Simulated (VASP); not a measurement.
Given:

```xyz
3
Lattice="0.0000 2.7300 2.7300 2.7300 0.0000 2.7300 2.7300 2.7300 0.0000" Properties=species:S:1:pos:R:3 pbc="T T T"
Ca     0.0000     0.0000     0.0000
F      1.3650     1.3650     1.3650
F      4.0950     4.0950     4.0950
```

Calculation: AM05 GGA, VASP's PBE PAW potentials (set 64) (plane waves; VASP). Run with 520 eV cut-off, 8×8×8 Γ-centred mesh, tetrahedra with Blöchl corrections, potentials Ca_sv F.

**Question.** What does the run give for the energy per atom (σ→0), band gap (on the k-mesh) with the smallest direct gap where there is one?

**Answer.** 
| Quantity | Value |
|---|---|
| band gap (on the k-mesh) | 7.34 eV |
| smallest direct gap (on the k-mesh) | 7.59 eV |
| energy per atom (σ→0) | -5.802 eV/atom |

Total energies compare only between runs with the same potentials, cut-off and functional.

The compound is CaF2 in the fluorite structure. The cell was not relaxed at this level.
